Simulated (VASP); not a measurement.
Input:

```yaml
crystal:
  lattice:
    - [0.00000, 2.43907, 2.43907]
    - [2.43907, 0.00000, 2.43907]
    - [2.43907, 2.43907, 0.00000]
  atoms:
    - { symbol: Be, position: [0.00000, 0.00000, 0.00000] }
    - { symbol: S, position: [0.25000, 0.25000, 0.25000] }
```

All values below come from PBE GGA, VASP's PBE PAW potentials (set 64) (plane waves; VASP). Run with 400 eV cut-off, 9×9×9 Γ-centred mesh, Gaussian smearing of 0.010 eV, potentials Be S.

### Question
Give the electronic dielectric tensor ε∞ (DFPT, local fields included).

### Answer

```
5.27  0.00  0.00
0.00  5.27  0.00
0.00  0.00  5.27
```

### Question
Give the Born effective charges.

### Answer

```
atom   Z*xx   Z*yy   Z*zz   mean
----  -----  -----  -----  -----
Be1    1.63   1.63   1.63   1.63
S2    -1.63  -1.63  -1.63  -1.63
```

### Question
And the static tensor with the ions free?

### Answer

```
7.34  0.00  0.00
0.00  7.34  0.00
0.00  0.00  7.34
```

### Question
Which frequencies do the optical Γ-point modes have (no LO-TO splitting)?

### Answer
556 (×3) cm⁻¹.

The piezoelectric tensor e of the same run, ions relaxed (C/m²):

```json
[
 {"": "x", "xx": "0.00", "yy": "0.00", "zz": "0.00", "yz": "-0.21", "xz": "0.00", "xy": "0.00"},
 {"": "y", "xx": "0.00", "yy": "0.00", "zz": "0.00", "yz": "0.00", "xz": "-0.21", "xy": "0.00"},
 {"": "z", "xx": "0.00", "yy": "0.00", "zz": "0.00", "yz": "0.00", "xz": "0.00", "xy": "-0.21"}
]
```

The compound is BeS in the zinc blende structure. It was relaxed first.
